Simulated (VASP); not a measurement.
# Y2C in VASP: further runs

The runs below take Y2C through single point, with PBEsol.

Program: VASP 6.6.1. These are calculated values, not measurements. Logs are shortened: lines on timing, memory, paths and dates and some standing lists are left out, and cuts for length are marked.

**1. The slab as given**

The cell holds a slab with vacuum, 6 atoms: a = 3.625 Å, b = 3.625 Å, c = 20.697 Å, α = 90.00°, β = 90.00°, γ = 120.00°.

**2. Single point, PBEsol**

The input, INCAR:

```
SYSTEM = Y2C
PREC = Accurate ; ENCUT = 280
EDIFF = 1E-7 ; ISMEAR = 1
SIGMA = 0.1 ; LREAL = .False.
LASPH = .True. ; NELM = 120
ALGO = Normal ; ISIF = 2
LWAVE = .False. ; LCHARG = .False.
LDIPOL = .True. ; IDIPOL = 3
DIPOL = 0.5 0.5 0.500 ; GGA = PS
NBANDS = 40 ; LVHAR = .True.
LVACPOTAV = .True.
```

The input, KPOINTS:

```
Automatic mesh
0
Gamma
  13 13 1
  0 0 0
```

The input, POSCAR:

```
Y2C
1.0
    3.6248384738      0.0000000000      0.0000000000
   -1.8124192369      3.1392022029      0.0000000000
    0.0000000000      0.0000000000     20.6970909600
Y C
4 2
Direct
    0.0000000000      0.0000000000      0.2898958125
    0.3333333333      0.6666666667      0.4207881666
    0.6666666667      0.3333333333      0.5792118334
    0.0000000000      0.0000000000      0.7101041875
    0.6666666667      0.3333333333      0.3553419896
    0.3333333333      0.6666666667      0.6446580104
```

Potentials or basis: VASP PAW PBE potentials, release 64 (Y_sv, C).

Started as:

```console
$ cat potpaw_PBE.64/Y_sv/POTCAR potpaw_PBE.64/C/POTCAR > POTCAR
$ mpirun -np 1 vasp_std > vasp.out
```

OUTCAR:

```text
SYSTEM = Y2C
   PREC = Accurate
   ENCUT = 280
   EDIFF = 1E-7
   ISMEAR = 1
   LREAL = .False.
   LASPH = .True.
   NELM = 120
   ISIF = 2
   GGA = PS

 Found     21 irreducible k-points:

 Following reciprocal coordinates:
            Coordinates               Weight
  0.000000  0.000000  0.000000      1.000000
  0.076923 -0.000000  0.000000      6.000000
  0.153846 -0.000000  0.000000      6.000000
  0.230769  0.000000  0.000000      6.000000
  0.307692 -0.000000  0.000000      6.000000
  0.384615 -0.000000  0.000000      6.000000
   k-points           NKPTS =     21   k-points in BZ     NKDIM =     21   number of bands    NBANDS=     40
   number of dos      NEDOS =    301   number of ions     NIONS =      6
   total plane-waves  NPLWV =  48000
   dimension x,y,z NGX =    20 NGY =   20 NGZ =  120
   dimension x,y,z NGXF=    40 NGYF=   40 NGZF=  240
   ions per type =               4   2
   NGX,Y,Z   is equivalent  to a cutoff of   9.17,  9.17,  9.64 a.u.
   NGXF,Y,Z  is equivalent  to a cutoff of  18.35, 18.35, 19.28 a.u.
 SYSTEM =  Y2C
   PREC   = accura    normal or accurate (medium, high low for compatibility)
   ISTART =      0    job   : 0-new  1-cont  2-samecut
   ICHARG =      2    charge: 1-file 2-atom 10-const
   ISPIN  =      1    spin polarized calculation?
   LNONCOLLINEAR =      F non collinear calculations
   LSORBIT =      F    spin-orbit coupling
   LASPH  =      T    aspherical Exc in radial PAW
   ENCUT  =  280.0 eV  20.58 Ry    4.54 a.u.   4.95  4.95 28.24*2*pi/ulx,y,z
   NELM   =    120;   NELMIN=  2; NELMDL= -5     # of ELM steps
   EDIFF  = 0.1E-06   stopping-criterion for ELM
   LREAL  =      F    real-space projection
   EDIFFG = 0.1E-05   stopping-criterion for IOM
   NSW    =      0    number of steps for IOM
   IBRION =     -1    ionic relax: 0-MD 1-quasi-New 2-CG
   NFREE  =      0    steps in history (QN), initial steepest desc. (CG)
   ISIF   =      2    stress and relaxation
   ISYM   =      2    0-nonsym 1-usesym 2-fastsym
   POTIM  = 0.5000    time-step for ionic-motion
   TEBEG  =    0.0;   TEEND  =   0.0 temperature during run
   PSTRESS=    0.0 pullay stress
   NELECT =      52.0000    total number of electrons
   NUPDOWN=      -1.0000    fix difference up-down
   EMIN   =  10.00;   EMAX   =-10.00  energy-range for DOS
   EFERMI =   0.00;   METHOD = LEGACY
   ISMEAR =     1;   SIGMA  =   0.10  broadening in eV -4-tet -1-fermi 0-gaus
   EFERMI_NEDOS =   21; number of points for ismear=-14 and -15
   IALGO  =     38    algorithm
   IMIX   =      4    mixing-type and parameters
     AMIX     =   0.40;   BMIX     =  1.00
     AMIX_MAG =   1.60;   BMIX_MAG =  1.00
  volume/ion in A,a.u.               =      39.25       264.89
  Fermi-wavevector in a.u.,A,eV,Ry     =   0.989472  1.869831 13.320851  0.979055
  Thomas-Fermi vector in A             =   2.121073
   LORBIT       =      0    0 simple, 1 ext, 2 COOP (PROOUT), +10 PAW based schemes
   GGA     = PS    functional components
   LHFCALC =     F    Hartree Fock is set to
   AEXX    =    0.0000 exact exchange contribution
   IVDW    =     0    specifies the selected vdW correction
   LEPSILON=     F    determine dielectric tensor
   LRPA    =     F    only Hartree local field effects (RPA)
 non-spin polarized calculation
 Methfessel and Paxton  Order N= 1 SIGMA  =   0.10
  energy-cutoff  :      280.00
  volume of cell :      235.51
 maximum number of plane-waves:      2543
 NGX is ok and might be reduce to    20
   NGX =  9   NGY =  9   NGZ = 57

 number of electron      52.0000006 magnetization

 dipolmoment           0.000000      0.000000      0.000000 electrons x Angstroem

 Free energy of the ion-electron system (eV)
  ---------------------------------------------------
  ext. energy  EPLUGINS =         0.00000000
  ---------------------------------------------------
  free energy    TOTEN  =       -47.24703677 eV

  energy without entropy =      -47.24528609  energy(sigma->0) =      -47.24645321

 E-fermi :   0.4954     XC(G=0):  -6.6193

 val. band max:        0.4817052480   @ k =   0.2308   0.0769   0.0000
 cond. band min:       0.5033194598   @ k =   0.1538   0.1538   0.0000
 fundamental gap:      0.0216142119
 Fermi energy:         0.4953556363

 k-point     1 :       0.0000    0.0000    0.0000
  band No.  band energies     occupation
      1     -41.8761      2.00000
      2     -41.8761      2.00000
      3     -41.3928      2.00000
      4     -41.3808      2.00000
      5     -22.1211      2.00000
      6     -22.1041      2.00000
      7     -21.7046      2.00000
      8     -21.7046      2.00000
      9     -21.7046      2.00000
     10     -21.7046      2.00000
     11     -21.4766      2.00000
     12     -21.3492      2.00000
     13     -21.2451      2.00000
     14     -21.2451      2.00000
     15     -21.2309      2.00000
     16     -21.2309      2.00000
     17      -8.8590      2.00000
     18      -8.7936      2.00000
     19      -3.4524      2.00000
     20      -3.1745      2.00000
     21      -1.1006      2.00000
     22      -0.9217      2.00000
     23      -0.9217      2.00000
     24      -0.8934      2.00000
     25      -0.8934      2.00000
     26      -0.2482      2.00000
     27       0.1383      2.00001
     28       1.6823     -0.00000
     29       2.2552     -0.00000
     30       2.4892     -0.00000
     31       2.4892     -0.00000
     32       2.5776      0.00000
     33       2.5776      0.00000
     34       3.7523      0.00000
     35       4.0120      0.00000
     36       4.0120      0.00000
     37       4.1007      0.00000
     38       4.1007      0.00000

 k-point     2 :       0.0769   -0.0000    0.0000
  band No.  band energies     occupation
      1     -41.8737      2.00000
      2     -41.8737      2.00000
      3     -41.3903      2.00000
      4     -41.3787      2.00000
      5     -22.1143      2.00000
      6     -22.0987      2.00000
      7     -21.7343      2.00000
      8     -21.7334      2.00000
      9     -21.7110      2.00000
     10     -21.7109      2.00000
     11     -21.4717      2.00000
     12     -21.3482      2.00000
     13     -21.2692      2.00000
     14     -21.2561      2.00000
     15     -21.2510      2.00000
     16     -21.2359      2.00000
     17      -8.8111      2.00000
     18      -8.7515      2.00000
     19      -3.3326      2.00000
     20      -3.0592      2.00000
     21      -1.4806      2.00000
     22      -1.1278      2.00000
     23      -0.8953      2.00000
     24      -0.8691      2.00000
     25      -0.5827      2.00000
     26      -0.0783      2.00000
     27       0.1578      2.00002
     28       1.7172     -0.00000
     29       2.2514     -0.00000
     30       2.2682     -0.00000
     31       2.3105     -0.00000
     32       2.5738      0.00000
     33       2.6777      0.00000
     34       3.4829      0.00000
     35       3.7034      0.00000
     36       3.7936      0.00000
     37       3.9250      0.00000
     38       4.1415      0.00000

 k-point     3 :       0.1538   -0.0000    0.0000
  band No.  band energies     occupation
      1     -41.8669      2.00000
      2     -41.8669      2.00000
      3     -41.3836      2.00000
      4     -41.3729      2.00000
      5     -22.0963      2.00000
      6     -22.0845      2.00000
      7     -21.8123      2.00000
      8     -21.8106      2.00000
      9     -21.7286      2.00000
     10     -21.7285      2.00000
     11     -21.4624      2.00000
     12     -21.3569      2.00000
     13     -21.3261      2.00000
     14     -21.3233      2.00000
     15     -21.2673      2.00000
     16     -21.2500      2.00000
     17      -8.6858      2.00000
     18      -8.6411      2.00000
     19      -3.0083      2.00000
     20      -2.7481      2.00000
     21      -1.8774      2.00000
     22      -1.5174      2.00000
     23      -0.8397      2.00000
     24      -0.8240      2.00000
     25      -0.3353      2.00000
     26       0.1591      2.00002
     27       0.2548      2.00350
     28       1.5606     -0.00000
     29       1.6784     -0.00000
     30       1.9484     -0.00000
     31       2.4195     -0.00000
     32       2.8006      0.00000
     33       2.9539      0.00000
     34       2.9720      0.00000
     35       3.4155      0.00000
     36       3.6990      0.00000
     37       4.1293      0.00000
     38       4.1319      0.00000

 k-point     4 :       0.2308    0.0000    0.0000
  band No.  band energies     occupation
      1     -41.8574      2.00000
      2     -41.8573      2.00000
      3     -41.3740      2.00000
      4     -41.3647      2.00000
      5     -22.0753      2.00000
      6     -22.0687      2.00000
      7     -21.9136      2.00000
      8     -21.9120      2.00000
      9     -21.7533      2.00000
     10     -21.7531      2.00000
     11     -21.4671      2.00000
     12     -21.4323      2.00000
     13     -21.4030      2.00000
     14     -21.3391      2.00000
     15     -21.2898      2.00000
     16     -21.2700      2.00000
     17      -8.5256      2.00000
     18      -8.5000      2.00000
     19      -2.6716      2.00000
     20      -2.3845      2.00000
     21      -2.0244      2.00000
     22      -1.7536      2.00000
     23      -0.7886      2.00000
     24      -0.7829      2.00000
     25      -0.2621      2.00000
     26       0.3637      2.06861
     27       0.4022      2.03309
     28       1.0105     -0.00000
     29       1.1547     -0.00000
     30       1.9194     -0.00000
     31       2.5870      0.00000
     32       2.7070      0.00000
     33       3.1054      0.00000
     34       3.3414      0.00000
     35       3.3486      0.00000
     36       3.9441      0.00000
     37       4.2785      0.00000
     38       4.3483      0.00000

 k-point     5 :       0.3077   -0.0000    0.0000
  band No.  band energies     occupation
      1     -41.8472      2.00000
      2     -41.8472      2.00000
      3     -41.3636      2.00000
      4     -41.3561      2.00000
      5     -22.0781      2.00000
      6     -22.0767      2.00000
      7     -21.9952      2.00000
      8     -21.9930      2.00000
      9     -21.7794      2.00000
     10     -21.7791      2.00000
     11     -21.5376      2.00000
     12     -21.5148      2.00000
     13     -21.4210      2.00000
     14     -21.3437      2.00000
     15     -21.3135      2.00000
     16     -21.2913      2.00000
     17      -8.3799      2.00000
     18      -8.3711      2.00000
     19      -2.6636      2.00000
     20      -2.3680      2.00000
     21      -1.6640      2.00000
     22      -1.5297      2.00000
     23      -0.7826      2.00000
     24      -0.7630      2.00000
     25      -0.2332      2.00000
     26       0.4079      2.01358
     27       0.5117      0.72686
     28       0.7115     -0.00918
     29       0.8059     -0.00010
     30       1.8152     -0.00000
     31       2.7476      0.00000
     32       2.8100      0.00000
     33       3.4795      0.00000
     34       3.5442      0.00000
     35       3.8053      0.00000
     36       4.2008      0.00000
     37       4.4760      0.00000
     38       4.8324      0.00000

 k-point     6 :       0.3846   -0.0000    0.0000
  band No.  band energies     occupation
      1     -41.8387      2.00000
      2     -41.8387      2.00000
      3     -41.3548      2.00000
      4     -41.3492      2.00000
      5     -22.1379      2.00000
      6     -22.1364      2.00000
      7     -22.0108      2.00000
      8     -22.0056      2.00000
      9     -21.8008      2.00000
     10     -21.8004      2.00000
     11     -21.6063      2.00000
     12     -21.5812      2.00000
     13     -21.4143      2.00000
     14     -21.3501      2.00000
     15     -21.3330      2.00000
     16     -21.3089      2.00000
     17      -8.2831      2.00000
     18      -8.2792      2.00000
     19      -2.7317      2.00000
     20      -2.5017      2.00000
     21      -1.2885      2.00000
     22      -1.2307      2.00000
     23      -0.8033      2.00000
     24      -0.7664      2.00000
     25      -0.1032      2.00000
     26       0.1757      2.00006
     27       0.4402      1.79447
     28       0.8465     -0.00001
     29       0.8948     -0.00000
     30       1.7190     -0.00000
     31       2.9313      0.00000
     32       2.9986      0.00000
     33       3.8398      0.00000
     34       3.9159      0.00000
     35       4.0587      0.00000
     36       4.3297      0.00000
     37       4.8541      0.00000
     38       5.0548      0.00000

 [... further k-points ...]

 [bands above 38 left out]

------------------------ aborting loop because EDIFF is reached ----------------------------------------

  FORCE on cell =-STRESS in cart. coord.  units (eV):
  Direction    XX          YY          ZZ          XY          YZ          ZX
  --------------------------------------------------------------------------------------
  -------------------------------------------------------------------------------------
  Total       -7.1968423     -7.1968423     -5.4971043     -0.0000000      0.0000000      0.0000000
  in kB      -48.9593127    -48.9593127    -37.3961849     -0.0000000      0.0000000      0.0000000
  external PRESSURE =     -45.1049367 kB  Pullay stress =       0.0000000 kB

 VOLUME and BASIS-vectors are now :
 -----------------------------------------------------------------------------
  energy-cutoff  :      280.00
  volume of cell :      235.51
      direct lattice vectors                 reciprocal lattice vectors
     3.624838474  0.000000000  0.000000000     0.275874362  0.159276137  0.000000000
    -1.812419237  3.139202203  0.000000000     0.000000000  0.318552274  0.000000000
     0.000000000  0.000000000 20.697090960     0.000000000  0.000000000  0.048315969

 POSITION                                       TOTAL-FORCE (eV/Angst)
 -----------------------------------------------------------------------------------
      0.00000      0.00000      6.00000         0.000000     -0.000000      0.806119
     -0.00000      2.09280      8.70909         0.000000      0.000000     -0.330266
      1.81242      1.04640     11.98800        -0.000000      0.000000      0.330266
      0.00000      0.00000     14.69709        -0.000000      0.000000     -0.806119
      1.81242      1.04640      7.35455        -0.000000      0.000000     -0.561528
     -0.00000      2.09280     13.34255        -0.000000      0.000000      0.561528
 -----------------------------------------------------------------------------------
    total drift:                                0.000000     -0.000000      0.000000

  FREE ENERGIE OF THE ION-ELECTRON SYSTEM (eV)
  ---------------------------------------------------
  free  energy   TOTEN  =       -47.2470367705 eV

  energy  without entropy=      -47.2452860930  energy(sigma->0) =      -47.24645321
```

Wall time 76 s (1 thread of Intel Xeon 6975P-C (Granite Rapids), shared host); peak memory 0.24 GiB.

The run converged, but a check on its numbers failed (symmetry, net force, bounds or a known fault of this set-up), so they aren't taken as properties of the slab.

Caveat: the cutoff lies under the usual one of these potentials, so the numbers hold a large basis-set error; the PAW data sets were made with another functional, which shifts forces and pressure a little.

**3. Single point, PBEsol**

This run uses another cell than the first one, of 27.87 Å³/atom, 0.710 times its volume.

The input, INCAR:

```
SYSTEM = Y2C
PREC = Accurate ; ENCUT = 460
EDIFF = 1E-7 ; ISMEAR = 1
SIGMA = 0.1 ; LREAL = .False.
LASPH = .True. ; NELM = 120
ALGO = Normal ; ISIF = 2
LWAVE = .False. ; LCHARG = .False.
GGA = PS ; NBANDS = 40
LVHAR = .True. ; LVACPOTAV = .True.
IDIPOL = 3
```

KPOINTS is that of step 2.

The input, POSCAR:

```
Y2C
1.0
    3.6248384738      0.0000000000      0.0000000000
   -1.8124192369      3.1392022029      0.0000000000
    0.0000000000      0.0000000000     14.6970909600
Y C
4 2
Direct
    0.0000000000      0.0000000000      0.2041220272
    0.3333333333      0.6666666667      0.3884504067
    0.6666666667      0.3333333333      0.6115495933
    0.0000000000      0.0000000000      0.7958779728
    0.6666666667      0.3333333333      0.2962862169
    0.3333333333      0.6666666667      0.7037137831
```

Potentials or basis: VASP PAW PBE potentials, release 64 (Y_sv, C).

Started as:

```console
$ cat potpaw_PBE.64/Y_sv/POTCAR potpaw_PBE.64/C/POTCAR > POTCAR
$ mpirun -np 1 vasp_std > vasp.out
```

Run time: 1.7 min. Hardware: 1 thread of Intel Xeon 6975P-C (Granite Rapids), shared host; peak memory 0.33 GiB.

The run converged, but some of its settings lie outside the range that counts as converged, so its numbers aren't taken as properties of the slab.

What came out:

```
Free energy            : -47.4786 eV
Largest force          : 0.657 eV/Å
Band gap on the k mesh : none (metal or under the smearing width)
```

Caveat: the cutoff is under 1.25 times the usual one of these potentials, so pressure, stress and relaxed cells hold a basis-set (Pulay) error; the PAW data sets were made with another functional, which shifts forces and pressure a little.

(Continued in part 2 of 2.)
